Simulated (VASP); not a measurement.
AlGa3O6:

```
CELL_PARAMETERS angstrom
-2.46588 4.27103 0.00000
-4.93176 0.00000 0.00000
-2.46588 1.42368 4.48740
ATOMIC_POSITIONS crystal
Ga 0.35210 0.35210 0.94371
Ga 0.14790 0.14790 0.55629
Ga 0.85210 0.85210 0.44371
Al 0.64790 0.64790 0.05629
O 0.25000 0.55615 0.25000
O 0.44385 0.05615 0.75000
O 0.55615 0.94385 0.25000
O 0.94385 0.25000 0.25000
O 0.05615 0.75000 0.75000
O 0.75000 0.44385 0.75000
```

The cell comes from a database or a generator and needn't be the stable form of this composition.

* Program: VASP 6.6.1
* Task: relaxation of cell and atoms
* Functional: PBEsol
* Potentials or basis: VASP PAW PBE potentials, release 64 (Ga_d, Al, O)
* Cutoff: 600 eV
* k mesh: 6 × 6 × 6
* Occupations: gaussian, width 0.02 eV
* Spin: no spin polarisation

At the start: pressure 0.3 GPa; volume 9.45 Å³/atom.

Question: How do energy, volume and symmetry change on relaxing?

Answer: Over 11 steps the energy falls by 21.6 meV/atom and the volume is 9.42 Å³/atom (-0.4 %); space group R3 (No. 146, to 0.05 Å).

Step by step:
```csv
step,energy change (eV),largest force (eV/Å),pressure (GPa),volume (Å³)
1,0.0000,1.0521,0.29,94.52
2,-0.1693,0.5293,-0.95,94.76
3,-0.1698,0.5276,-1.03,94.77
4,-0.2023,0.3134,0.71,93.96
5,-0.2057,0.2140,1.60,93.59
6,-0.2135,0.1139,-0.99,94.60
7,-0.2145,0.1128,-0.29,94.33
8,-0.2158,0.0245,0.10,94.16
9,-0.2158,0.0162,-0.05,94.19
10,-0.2158,0.0167,-0.02,94.18
11,-0.2159,0.0063,0.08,94.16
```

Final structure:
```cif
data_structure
_symmetry_space_group_name_H-M 'P 1'
_symmetry_Int_Tables_number 1
_cell_length_a 4.9459
_cell_length_b 4.9459
_cell_length_c 5.2831
_cell_angle_alpha 62.090
_cell_angle_beta 62.090
_cell_angle_gamma 60.000
_cell_volume 94.16
loop_
_atom_site_label
_atom_site_type_symbol
_atom_site_fract_x
_atom_site_fract_y
_atom_site_fract_z
_atom_site_occupancy
Ga1 Ga 0.35529 0.35529 0.93413 1
Ga2 Ga 0.14447 0.14447 0.56658 1
Ga3 Ga 0.85923 0.85923 0.42232 1
Al1 Al 0.64952 0.64952 0.05144 1
O1 O 0.26400 0.55229 0.25003 1
O2 O 0.44699 0.04302 0.75848 1
O3 O 0.55229 0.93368 0.25003 1
O4 O 0.93368 0.26400 0.25003 1
O5 O 0.04302 0.75151 0.75848 1
O6 O 0.75151 0.44699 0.75848 1
```

Caveat: the PAW data sets were made with another functional, which shifts forces and pressure a little.
